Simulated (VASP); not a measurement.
Method: PBEsol GGA, VASP's PBE PAW potentials (set 64) (plane waves; VASP).

The input files of a VASP run:

### POSCAR
```
AlV
1
    1.7681700000    -1.9561150000     0.0000000000
    1.7681700000     1.9561150000     0.0000000000
    0.0000000000     0.0000000000     4.0544100000
Al V
1 1
Direct
  0.0000000000   0.0000000000   0.0000000000
  0.5000000000   0.5000000000   0.5000000000
```

### INCAR
```
! general
SYSTEM  = AlV
PREC    = Accurate
ENCUT   = 300
LREAL   = .False.
LASPH   = .True.

! electronic loop
EDIFF   = 1E-6
NELM    = 100
ALGO    = Normal
LMAXMIX = 4

! smearing
ISMEAR  = 0
SIGMA   = 0.1

! functional
GGA     = PS

! ions
ISIF    = 2

! output
LWAVE   = .False.
LCHARG  = .False.
```

**KPOINTS_OPT**
```
k-points along high-symmetry lines
5
Line-mode
Reciprocal
  0.000000   0.000000   0.000000 ! GAMMA
 -0.500000   0.500000   0.000000 ! Y

 -0.500000   0.500000   0.000000 ! Y
 -0.454268   0.545732   0.000000 ! C_0

  0.454268   0.454268   0.000000 ! SIGMA_0
  0.000000   0.000000   0.000000 ! GAMMA

  0.000000   0.000000   0.000000 ! GAMMA
  0.000000   0.000000   0.500000 ! Z

  0.000000   0.000000   0.500000 ! Z
  0.454268   0.454268   0.500000 ! A_0

 -0.454268   0.545732   0.500000 ! E_0
 -0.500000   0.500000   0.500000 ! T

 -0.500000   0.500000   0.500000 ! T
 -0.500000   0.500000   0.000000 ! Y

  0.000000   0.000000   0.000000 ! GAMMA
  0.000000   0.500000   0.000000 ! S

  0.000000   0.500000   0.000000 ! S
  0.000000   0.500000   0.500000 ! R

  0.000000   0.500000   0.500000 ! R
  0.000000   0.000000   0.500000 ! Z

  0.000000   0.000000   0.500000 ! Z
 -0.500000   0.500000   0.500000 ! T
```

KPOINTS:
```
Automatic mesh
0
gamma
12 12 8
```

POTCAR, in this order: Al V_sv (PBE.64 set). Program: vasp_std.

What will the output report for the number of irreducible k-points (NKPTS), largest plane-wave count, number of space-group operations, FFT grid (NGX, NGY, NGZ)?

| Item | Value |
|---|---|
| number of irreducible k-points (NKPTS) | 215 |
| largest plane-wave count | 341 |
| number of space-group operations | 8 |
| FFT grid (NGX, NGY, NGZ) | 16 × 16 × 24 |

The structure comes from a computed database's AlV entry; how it stands against other phases isn't given here. The cell was not relaxed at this level. The run is not spin-polarised, so no magnetic state was tried.
